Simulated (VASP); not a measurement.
Method: vdW-DF-cx, VASP's PBE PAW potentials (set 64) (plane waves; VASP).

VASP input:

### KPOINTS
```
Automatic
0
Gamma
13 13 8
0 0 0
```

**POSCAR**
```
Tm
1
    1.7529620929    -3.0362194771     0.0000000000
    1.7529620929     3.0362194771     0.0000000000
    0.0000000000     0.0000000000     5.4084266397
Tm
2
Direct
  0.3333330000   0.6666670000   0.2500000000
  0.6666670000   0.3333330000   0.7500000000
```

**INCAR**
```
# general
SYSTEM   = Tm
PREC     = Accurate
ENCUT    = 520
LREAL    = .FALSE.
LASPH    = .TRUE.

# electronic loop
EDIFF    = 1E-7
NELM     = 100
ALGO     = Normal
LMAXMIX  = 6

# smearing
ISMEAR   = -5

# functional
GGA      = CX
LUSE_VDW = .TRUE.
AGGAC    = 0.0

# ions
ISIF     = 2

# output
LWAVE    = .FALSE.
LCHARG   = .TRUE.
LORBIT   = 11
NEDOS    = 601
```

POTCAR, in this order: Tm_3 (PBE.64 set). Program: vasp_std.

Output

### OSZICAR
```
       N       E                     dE             d eps       ncg     rms          rms(c)
DAV:   1     0.692062266351E+02    0.69206E+02   -0.83907E+03  2738   0.131E+03
DAV:   2     0.456673573106E+00   -0.68750E+02   -0.67748E+02  2819   0.395E+02
DAV:   3    -0.410944861340E+01   -0.45661E+01   -0.42511E+01  4464   0.622E+01
DAV:   4    -0.424202267066E+01   -0.13257E+00   -0.12929E+00  4394   0.911E+00
DAV:   5    -0.424337496039E+01   -0.13523E-02   -0.13476E-02  3829   0.786E-01    0.245E+01
DAV:   6    -0.425693137254E+01   -0.13556E-01   -0.26737E-02  4327   0.191E+00    0.146E+01
DAV:   7    -0.427566348545E+01   -0.18732E-01   -0.53020E-02  4153   0.271E+00    0.373E-01
DAV:   8    -0.427550082318E+01    0.16266E-03   -0.31868E-03  3543   0.515E-01    0.614E-02
DAV:   9    -0.427552671757E+01   -0.25894E-04   -0.19687E-04  4458   0.149E-01    0.294E-02
DAV:  10    -0.427552422633E+01    0.24912E-05   -0.25620E-05  3891   0.473E-02    0.433E-02
DAV:  11    -0.427552430822E+01   -0.81891E-07   -0.34802E-06  3467   0.178E-02    0.187E-03
DAV:  12    -0.427552453897E+01   -0.23075E-06   -0.26061E-07  2403   0.574E-03    0.123E-03
DAV:  13    -0.427552455533E+01   -0.16360E-07   -0.42469E-08  1780   0.350E-03
   1 F= -.42755246E+01 E0= -.42755246E+01  d E =0.000000E+00
```

OUTCAR:
```
------------------------ aborting loop because EDIFF is reached ----------------------------------------
  FORCE on cell =-STRESS in cart. coord.  units (eV):
  Direction    XX          YY          ZZ          XY          YZ          ZX
  --------------------------------------------------------------------------------------
  Total        0.0203993      0.0203993      0.1231945      0.0000000      0.0000000      0.0000000
  in kB        0.5677009      0.5677009      3.4284299      0.0000000      0.0000000      0.0000000
  external PRESSURE =       1.5212773 kB  Pullay stress =       0.0000000 kB
  volume of cell :       57.57
      direct lattice vectors                 reciprocal lattice vectors
     1.752962093 -3.036219477  0.000000000     0.285231496 -0.164678477  0.000000000
     1.752962093  3.036219477  0.000000000     0.285231496  0.164678477  0.000000000
     0.000000000  0.000000000  5.408426640     0.000000000  0.000000000  0.184896656
 POSITION                                       TOTAL-FORCE (eV/Angst)
 -----------------------------------------------------------------------------------
      1.75296      1.01208      1.35211        -0.000000     -0.000000      0.000000
      1.75296     -1.01208      4.05632         0.000000      0.000000      0.000000
 -----------------------------------------------------------------------------------
    total drift:                               -0.000001      0.000067     -0.000012
  FREE ENERGIE OF THE ION-ELECTRON SYSTEM (eV)
  ---------------------------------------------------
  free  energy   TOTEN  =        -4.2755245553 eV

  energy  without entropy=       -4.2755245553  energy(sigma->0) =       -4.27552456

 total charge

# of ion       s       p       d       tot
------------------------------------------
    1        0.564   6.599   1.123   8.287
    2        0.564   6.599   1.123   8.287
--------------------------------------------------
tot          1.129  13.198   2.247  16.574
```
(Selected blocks of OUTCAR.)

The 4f electrons are frozen in the core of the lanthanide potential, so 4f levels, which can set the real gap, and their magnetism are missing. For a metal the tetrahedron method with Blöchl corrections gives inexact stress and forces.

The compound is Tm in the hcp structure. It was relaxed first.
